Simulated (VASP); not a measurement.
Input of a VASP 6.6.1 run:

Contents of POSCAR:

```
MoS2
1.0
    3.2129631700      0.0000000000      0.0000000000
   -1.6064815800      2.7825031600      0.0000000000
    0.0000000000      0.0000000000     12.4949694200
Mo S
2 4
Direct
    0.3333000000      0.6667000000      0.2500000000
    0.6666000000      0.3333000000      0.7500000000
    0.3333000000      0.6667000000      0.6230000000
    0.6666000000      0.3333000000      0.1230000000
    0.3333000000      0.6667000000      0.8770000000
    0.6667000000      0.3334000000      0.3770000000
```

File INCAR.step1:

```
PREC = Accurate
ENCUT = 520
ISMEAR = -1
SIGMA = 0.1
LREAL = False
LASPH = True
NELM = 100
NBANDS = 35
GGA = PE
ALGO = Normal
EDIFF = 1E-4
LWAVE = True
LCHARG = False
```

Contents of INCAR.step2:

```
PREC = Accurate
ENCUT = 520
EDIFF = 1E-6
ISMEAR = -1
SIGMA = 0.1
LREAL = False
LASPH = True
NELM = 100
ALGO = Normal
ISIF = 2
LWAVE = False
LCHARG = True
METAGGA = R2SCAN
LMIXTAU = True
LELF = True
LVHAR = True
NBANDS = 35
ISTART = 1
```

File KPOINTS:

```
Automatic mesh
0
Gamma
  6 6 2
```

Potentials or basis: VASP PAW PBE potentials, release 64 (Mo_sv, S).

Launch:

```sh
$ cat potpaw_PBE.64/Mo_sv/POTCAR potpaw_PBE.64/S/POTCAR > POTCAR
$ cp INCAR.step1 INCAR
$ mpirun -np 1 vasp_std > vasp.out
$ cp INCAR.step2 INCAR
$ mpirun -np 1 vasp_std > vasp.out
```

Predict the pressure.

-5.1 GPa.

Estimate the band gap on the k mesh.

1.02 eV, indirect (least direct gap 1.67 eV).

Estimate the largest force.

0.858 eV/Å.

Stress tensor (GPa, compression positive):
```
-4.48  0.00  0.00
 0.00 -4.48 -0.01
 0.00 -0.01 -6.31
```

Caveat: the PAW data sets were made with another functional, which shifts forces and pressure a little.

**What was measured.**

“Multiwavelength excitation Raman Scattering Analysis of bulk and 2 dimensional MoS2: Vibrational properties of atomically thin MoS2 layers”, 2015, arxiv:1506.03228 reports, for a bulk crystal of MoS2 at 300 K: band gap 1.3 eV (indirect).

A measured gap of MoS2 is 1.3 eV (indirect; 300 K; “Multiwavelength excitation Raman Scattering Analysis of bulk and 2 dimensional MoS2: Vibrational properties of atomically thin MoS2 layers”, 2015, arxiv:1506.03228); the calculated 1.02 eV misses it by -0.28 eV. Spin-orbit coupling on Mo is left out. The value is that of r2SCAN on a finite k mesh, which can miss the band edges, without temperature or zero-point motion.
